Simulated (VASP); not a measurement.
The input files of a VASP run:

File POSCAR:
```
Re
1
    1.4052301056    -2.4339298208     0.0000000000
    1.4052301056     2.4339298208     0.0000000000
    0.0000000000     0.0000000000     4.5356488761
Re
2
Direct
  0.3333330000   0.6666670000   0.2500000000
  0.6666670000   0.3333330000   0.7500000000
```

INCAR:
```
ALGO=Normal
EDIFF=1E-7
EDIFFG=-0.01
ENCUT=520
GGA=91
IBRION=2
ISIF=4
ISMEAR=1
LASPH=.TRUE.
LCHARG=.FALSE.
LMAXMIX=6
LREAL=.FALSE.
LWAVE=.FALSE.
NELM=100
NSW=30
PREC=Accurate
SIGMA=0.1
SYSTEM=Re
```

File KPOINTS:
```
Automatic
0
Gamma
15 15 8
0 0 0
```

POTCAR, in this order: Re (PBE.64 set). Program: vasp_std.

Q: Translate this PW91 calculation to Quantum ESPRESSO's pw.x.

A: One equivalent input (not run):
```
&CONTROL
  calculation = 'vc-relax'
  pseudo_dir = './pseudo'
  outdir = './out'
  tprnfor = .true.
  tstress = .true.
  nstep = 30
  forc_conv_thr = 0.00039
/
&SYSTEM
  ibrav = 0
  nat = 2
  ntyp = 1
  ecutwfc = 72
  occupations = 'smearing'
  smearing = 'methfessel-paxton'
  degauss = 0.00735
  input_dft = 'pw91'
/
&ELECTRONS
  conv_thr = 7.3e-09
  electron_maxstep = 100
/
&IONS
/
&CELL
  cell_dofree = 'shape'
/
ATOMIC_SPECIES
  Re 186.207 Re.upf
CELL_PARAMETERS angstrom
     1.4052301   -2.4339298    0.0000000
     1.4052301    2.4339298    0.0000000
     0.0000000    0.0000000    4.5356489
ATOMIC_POSITIONS crystal
  Re   0.3333330  0.6666670  0.2500000
  Re   0.6666670  0.3333330  0.7500000
K_POINTS automatic
  15 15 8 0 0 0
```
The two are equivalent in intent, not identical: the potentials are each code's own (VASP's PAW set, PseudoDojo norm-conserving files in pw.x), so ENCUT and ecutwfc are chosen apart and not converted; conv_thr bounds pw.x's estimated SCF error, while EDIFF bounds the energy change between steps; forc_conv_thr acts on force components and is met together with etot_conv_thr.

The compound is Re in the hcp structure. This cell is one point of a volume scan, at 1.03 of the reference volume. Symmetry was kept, so distortions that lower it aren't found.
